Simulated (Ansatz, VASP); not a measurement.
## Zr4F in VASP and in Ansatz

INCAR

```
  PREC = Accurate
  ENCUT = 520
  EDIFF = 1E-6
  ISMEAR = 0
  SIGMA = 0.1
  LREAL = False
  LASPH = True
  NELM = 80
  ALGO = Normal
  ISIF = 2
  LWAVE = False
  LCHARG = True
  GGA = PE
  LELF = True
  LVHAR = True
  NBANDS = 36
```

The input KPOINTS:

```
regular mesh
0
Gamma
  4 4 4
```

File POSCAR:

```
Zr4F
1.0
   -2.7308719400      2.7308719400      3.1602685600
    2.7308719400     -2.7308719400      3.1602685600
    2.7308719400      2.7308719400     -3.1602685600
Zr F
4 1
Direct
    0.2617116500      0.2617116500      0.5234232900
    0.7382883500      0.7382883500      0.4765767100
    0.2617116500      0.7382883500      0.0000000000
    0.7382883500      0.2617116500      0.0000000000
    0.5000000000      0.5000000000      0.0000000000
```

Input for Ansatz:

```yaml
crystal:
  lattice:
    - [-2.73087194, 2.73087194, 3.16026856]
    - [2.73087194, -2.73087194, 3.16026856]
    - [2.73087194, 2.73087194, -3.16026856]
  atoms:
    - { symbol: Zr, position: [0.26171165, 0.26171165, 0.52342329] }
    - { symbol: Zr, position: [0.73828835, 0.73828835, 0.47657671] }
    - { symbol: Zr, position: [0.26171165, 0.73828835, 0.0] }
    - { symbol: Zr, position: [0.73828835, 0.26171165, 0.0] }
    - { symbol: F, position: [0.5, 0.5, 0.0] }
basis:
  ecutwfc: 420
kpoints:
  mp_grid: { grid: [4, 4, 4] }
hamiltonian:
  xc: pbe
scf:
  occupations: { method: gaussian, width: 0.1 }
  lower_state_search: "off"
output:
  forces: true
  stress: true
  eigenvalues: true
```

Alike in both runs: task single point; functional PBE; k mesh 4 × 4 × 4; occupations gaussian, width 0.1 eV; no spin polarisation.

|  | VASP | Ansatz |
| --- | --- | --- |
| version | VASP 6.6.1 | Ansatz 0.2.0 |
| potentials or method | VASP PAW PBE potentials, release 64 (Zr_sv, F) | scalar-relativistic, plane waves, PAW |
| plane-wave cutoff (eV) | 520 | 420 |
| valence electrons in the cell | 55 | 55 |

Ansatz gave:

* gap on the k mesh at the Fermi level (eV): none
* rms of the force components (eV/Å): 5.235

Q: Estimate VASP's values.

A: gap on the k mesh at the Fermi level (eV): none; rms of the force components (eV/Å): 5.356.

Atom by atom the forces differ by 0.121 eV/Å (rms over components). A gap of «none» marks a metal or a gap that the smearing closes. The functional is the same, so the differences come from potentials, cutoffs and numerics.

Caveats: the k mesh is coarse (spacing up to 0.41 Å⁻¹), so the values aren't converged; an odd number of electrons without spin polarisation forces a metal; a magnetic or distorted state may lie lower.
